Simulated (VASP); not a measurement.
Given:

```
ZnS
1.0
    0.00000     2.70500     2.70500
    2.70500     0.00000     2.70500
    2.70500     2.70500     0.00000
Zn S
1 1
Direct
  0.00000   0.00000   0.00000
  0.25000   0.25000   0.25000
```

These are PBE GGA + U (Dudarev), VASP's PBE PAW potentials (set 64) (plane waves; VASP) values and carry that method's errors. Numerical set-up: 400 eV cut-off, 8×8×8 Γ-centred mesh, Gaussian smearing of 0.050 eV, potentials Zn S, U − J: Zn 1.00 eV.

### Question
What does the run give for the energy per atom (σ→0), band gap (on the k-mesh) with the smallest direct gap where there is one?

### Answer

```
Quantity                                      Value
-----------------------------------  --------------
band gap (on the k-mesh)                    2.17 eV
smallest direct gap (on the k-mesh)         2.17 eV
energy per atom (σ→0)                -3.381 eV/atom
```

Only differences to runs with the same potentials and settings are physical.

The compound is ZnS in the zinc blende structure. The cell was not relaxed at this level. The run is one of a series of settings (LDAU = .TRUE., LDAUJ = 0 0, LDAUL = 2 -1, LDAUTYPE = 2, LDAUU = 1.0 0 against the base run), some of them coarse on purpose.
